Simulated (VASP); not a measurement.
```
NaF
1.0
    0.00000     2.33577     2.33577
    2.33577     0.00000     2.33577
    2.33577     2.33577     0.00000
Na F
1 1
Direct
  0.00000   0.00000   0.00000
  0.50000   0.50000   0.50000
```

Computed with PBE GGA with D4 dispersion, VASP's PBE PAW potentials (set 64) (plane waves; VASP). Numerical set-up: 520 eV cut-off, 10×10×10 Γ-centred mesh, Gaussian smearing of 0.050 eV, potentials Na_pv F.

Problem. Predict the energy per atom (σ→0), band gap (on the k-mesh) with the smallest direct gap where there is one.

Solution. 
| Quantity | Result |
|---|---|
| band gap (on the k-mesh) | 6.17 eV |
| smallest direct gap (on the k-mesh) | 6.17 eV |
| energy per atom (σ→0) | -4.334 eV/atom |

Total energies compare only between runs with the same potentials, cut-off and functional.

The compound is NaF in the rock salt structure. It was relaxed first.
